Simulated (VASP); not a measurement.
Wanted: the native input for a VASP 6.6.1 run.

| Quantity | Value |
| --- | --- |
| Task | relaxation of cell and atoms |
| Functional | PBE |
| Potentials or basis | VASP PAW PBE potentials, release 64 (Ti_sv, Sn_d, S) |
| Cutoff | 520 eV |
| k mesh | 4 × 4 × 2 |
| Occupations | gaussian, width 0.15 eV |
| Spin | no spin polarisation |
| Further INCAR settings | PREC = Normal; ALGO = Fast; EDIFF = 0.0001; IBRION = 2; EDIFFG = -0.08; NSW = 24; ISIF = 3 |

The structure of TiSnS4 lies in POSCAR:

```
TiSnS4
1.0
    4.3556013800      0.0000000000      0.0000000000
   -2.1778006900      3.7720614500      0.0000000000
    0.0000000000      0.0000000000      8.5955863700
Ti Sn S
1 1 4
Direct
    0.0000000000      0.0000000000      0.0000000000
    0.3333333300      0.6666666700      0.5000000000
    0.3333333300      0.6666666700      0.2368772100
    0.3333333300      0.6666666700      0.7631227900
    0.0000000000      0.0000000000      0.2777976700
    0.0000000000      0.0000000000      0.7222023300
```

The cell was built by a generator and needn't be a form met in nature.

The input as run:

INCAR

```
SYSTEM = TiSnS4
ALGO = Fast ; EDIFF = 1E-4
EDIFFG = -0.08 ; ENCUT = 520
GGA = PE ; IBRION = 2
ISIF = 3 ; ISMEAR = 0
LASPH = .True. ; LCHARG = .False.
LREAL = .False. ; LWAVE = .False.
NELM = 60 ; NSW = 24
PREC = Normal ; SIGMA = 0.15
```

KPOINTS

```
k-points
0
Gamma
  4 4 2
  0 0 0
```

Potentials or basis: VASP PAW PBE potentials, release 64 (Ti_sv, Sn_d, S).

The run is started by

```bash
$ cat potpaw_PBE.64/Ti_sv/POTCAR potpaw_PBE.64/Sn_d/POTCAR potpaw_PBE.64/S/POTCAR > POTCAR
$ mpirun -np 1 vasp_std > vasp.out
```

It gave:

```json
{
 "Relaxed volume": "21.32 Å³/atom",
 "Relaxed cell": "a = 3.503 Å, b = 3.503 Å, c = 12.038 Å, α = 90.00°, β = 90.00°, γ = 120.00°",
 "Space group after relaxing (to 0.05 Å)": "P-6m2 (No. 187)",
 "Energy gained by relaxing": "1381.1 meV/atom",
 "Ionic steps": "23",
 "Pressure after relaxing": "0.5 GPa",
 "Largest force after relaxing": "0.058 eV/Å",
 "Band gap on the k mesh": "0.03 eV, indirect (least direct gap 0.55 eV)"
}
```

Caveat: spin-orbit coupling is left out, which moves the levels of the heavy elements; this functional lacks dispersion, which binds the layers, so the pressure and a relaxed spacing across them are unreliable; the relaxation stopped at a loose force limit of 0.08 eV/Å, so its end isn't a converged minimum.

It took 4.4 min on 1 thread of Intel(R) Xeon(R) 6975P-C (Granite Rapids), on a shared host, peak memory 0.21 GiB.
